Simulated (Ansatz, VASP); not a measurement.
# Cross-check of SiC (Moissanite 3C) between VASP and Ansatz, part 2 of 2

One calculation is typed for both programs; each brings its own data sets. How far apart do they land? The cell is taken from a series of runs on this material, whose earlier steps may have relaxed, scaled, displaced or heated it; both programs get it as it stands.

VASP 6.6.1 and Ansatz 0.2.0.

So far. Step 3 (VASP: single point, PBE, pair 1): The run ends at a pressure of 4.28 GPa. Step 5 (Ansatz: single point, PBE, pair 2): The run ends at a pressure of 9.42 GPa.

**6. VASP: single point, PBE, pair 2 (continued)**

Level of this step: PBE; plane waves and PAW (C, Si) (VASP).

Numbers of over 12 decimals in the logs are rounded to 6 here.

OUTCAR, selected parts (step 6):

```text
  Total        1.1570371      1.1570371      1.1570371     -0.0000000     -0.0000000     -0.0000000
  in kB       91.9411079     91.9411079     91.9411079     -0.0000000     -0.0000000     -0.0000000
  external PRESSURE =      91.9411079 kB  Pullay stress =       0.0000000 kB

 POSITION                                       TOTAL-FORCE (eV/Angst)
 -----------------------------------------------------------------------------------
      3.24039      3.24039      3.24039         0.000000      0.000000      0.000000
      0.00000      0.00000      0.00000        -0.000000     -0.000000     -0.000000
 -----------------------------------------------------------------------------------
    total drift:                               -0.000000     -0.000000     -0.000000

  FREE ENERGIE OF THE ION-ELECTRON SYSTEM (eV)
  ---------------------------------------------------
  free  energy   TOTEN  =       -15.0386581691 eV

  energy  without entropy=      -15.0386581691  energy(sigma->0) =      -15.03865817

[... 1 part as in an earlier step ...]

[... 2 further parts left out ...]
[key lines of the parts left out:]
E-fermi :   9.0659
```

The run ends at a pressure of 9.19 GPa.

**7. Side by side**

The two programs side by side:

```tsv
quantity	Ansatz	VASP	difference
pressure (GPa)	9.42	9.19	+0.22
gap on the k mesh (eV)	1.336	1.333	+0.003
```

A gap on the mesh is an upper bound, since the band edges may lie between its points.

**8. Ansatz: single point, PBE, pair 3**

A single point gives forces, pressure and levels at one fixed geometry, so differences don't come from the geometry; what else differs is listed under the comparison. The cell compared in this pair holds 19.74 Å³, against 20.16 Å³ for the pair before.

The cell is taken from a series of runs on this material, whose earlier steps may have relaxed, scaled, displaced or heated it; both programs get it as it stands.

input.yaml

```yaml
crystal:
  lattice:
    - [0.0, 2.1451528857, 2.1451528857]
    - [2.1451528857, 0.0, 2.1451528857]
    - [2.1451528857, 2.1451528857, 0.0]
  atoms:
    - { symbol: C, position: [0.75, 0.75, 0.75] }
    - { symbol: Si, position: [0.0, 0.0, 0.0] }
kpoints:
  mp_grid: { grid: [12, 12, 12] }
hamiltonian:
  xc: pbe
  pseudopotentials: { kind: paw, azcp: { folder: soft_1 } }
scf:
  occupations: { method: gaussian, width: 0.02 }
output:
  forces: true
  stress: true
  eigenvalues: true
```

Started as:

```bash
ansatz run input.yaml --threads 4 --pin off --max-ram 10240MiB --backend cpu --events-out ev --progress --plain --runs-dir out
```

Output:

```text
[...]
Crystal: 2 atoms, lattice volume = 19.743 Å³
Basis set: ecut = 420 eV, 387 PW (Γ), exchange–correlation on 48×48×48 points (8 copies of the dense FFT grid, shifted against one another)
Bands: 8, of which v1, the nominal top of the filled ones, is band 4 counted from 1 (3 counted from 0)
Symmetry: 24 space group operations
[...]
k-points: 72 of 1728 (time reversal used)
[...]
Free energy (F): -887.107334 eV
[...]
Internal energy: -887.107334 eV  (E = F + TS)
E sigma→0 (E₀):  -887.107334 eV
Fermi energy:    10.741647 eV
[...]
--- Stress (GPa, compression-positive) ---
       14.871961      -0.000000      -0.000000
        0.000000      14.871961       0.000000
       -0.000000       0.000000      14.871961
  P = ⅓ Tr σ = 14.8720 GPa (148.720 kbar)
--- Band table (eV; the first three rows and the last of 72) ---
[...]
[key lines of the parts left out:]
SCF converged after 7 iterations
```

The run ends at a pressure of 14.87 GPa.

**9. VASP: single point, PBE, pair 3**

The same cell, functional, mesh and smearing now go to VASP, with its own data sets.

INCAR

```
SYSTEM = SiC
PREC = Accurate
ENCUT = 600
EDIFF = 1E-06
NELM = 120
ISMEAR = 0
SIGMA = 0.02
LREAL = .FALSE.
ALGO = Normal
GGA = PE
NBANDS = 10
LORBIT = 11
LWAVE = .FALSE.
LCHARG = .FALSE.
ISIF = 2
LASPH = .TRUE.
GGA_COMPAT = .FALSE.
EFERMI = MIDGAP
```

POSCAR

```
SiC
1.0
    0.0000000000      2.1451528857      2.1451528857
    2.1451528857      0.0000000000      2.1451528857
    2.1451528857      2.1451528857      0.0000000000
C Si
1 1
Direct
    0.7500000000      0.7500000000      0.7500000000
    0.0000000000      0.0000000000      0.0000000000
```

KPOINTS

```
Automatic mesh
0
Gamma
12 12 12
0 0 0
```

The projector-augmented-wave data sets are C and Si (PBE family, release 64).

Started as:

```bash
mpirun -np 1 vasp_std
```

Output:

```text
[... set-up lines as in an earlier step ...]
 entering main loop
       N       E                     dE             d eps       ncg     rms          rms(c)
DAV:   1     0.639018715217E+01    0.63902E+01   -0.43984E+03  1506   0.765E+02
DAV:   2    -0.162237414969E+02   -0.22614E+02   -0.20697E+02  1888   0.121E+02
DAV:   3    -0.169933034146E+02   -0.76956E+00   -0.76793E+00  1716   0.188E+01
DAV:   4    -0.169965026619E+02   -0.31992E-02   -0.31988E-02  1630   0.144E+00
[...]
DAV:  10    -0.150071352183E+02   -0.97845E-04   -0.18473E-04  1576   0.932E-02    0.239E-02
DAV:  11    -0.150071370868E+02   -0.18684E-05   -0.31096E-05  1634   0.322E-02    0.567E-03
DAV:  12    -0.150071374485E+02   -0.36177E-06   -0.11973E-06   852   0.771E-03
   1 F= -.15007137E+02 E0= -.15007137E+02  d E =0.000000E+00
```

Parts of OUTCAR (step 9):

```text
  Total        1.8014906      1.8014906      1.8014906      0.0000000      0.0000000     -0.0000000
  in kB      146.1967920    146.1967920    146.1967920      0.0000000      0.0000000     -0.0000000
  external PRESSURE =     146.1967920 kB  Pullay stress =       0.0000000 kB

 POSITION                                       TOTAL-FORCE (eV/Angst)
 -----------------------------------------------------------------------------------
      3.21773      3.21773      3.21773        -0.000000      0.000000     -0.000000
      0.00000      0.00000      0.00000         0.000000     -0.000000      0.000000
 -----------------------------------------------------------------------------------
    total drift:                               -0.000000     -0.000000     -0.000000

  FREE ENERGIE OF THE ION-ELECTRON SYSTEM (eV)
  ---------------------------------------------------
  free  energy   TOTEN  =       -15.0071374485 eV

  energy  without entropy=      -15.0071374485  energy(sigma->0) =      -15.00713745

[... 1 part as in an earlier step ...]

[... 2 further parts left out ...]
[key lines of the parts left out:]
E-fermi :   9.2978
```

The run ends at a pressure of 14.62 GPa.

**10. Differences**

Compared:

```tsv
quantity	Ansatz	VASP	difference
pressure (GPa)	14.87	14.62	+0.25
gap on the k mesh (eV)	1.315	1.312	+0.003
```

A gap on the mesh is an upper bound, since the band edges may lie between its points.

**11. What came out**

* difference in gap on the k mesh (single point, PBE, pair 1): 0.0026 eV
* difference in gap on the k mesh (single point, PBE, pair 2): 0.0030 eV
* difference in gap on the k mesh (single point, PBE, pair 3): 0.0030 eV

The difference in gap on the k mesh is 0.0030 eV (single point, PBE, pair 2), within the 0.08 eV picked in this series as the mark of a large difference. 5 further runs of this series are not shown here. Such differences can come from data sets, numerical settings and the points named under the comparisons, not from the functional's error against experiment.

[Lines on the potential files, build, host, timing and source positions are cut from VASP's logs without a mark.]

[Logs are printed without paths, hosts, clocks, repeated set-up lines and the standing remarks that a program may print on its own settings, such as how far it seeks lower states.]

[Hosts, paths, dates, database ids (printed as entryN), source tags and the programs' standing remarks are cut or masked in the printed files.]
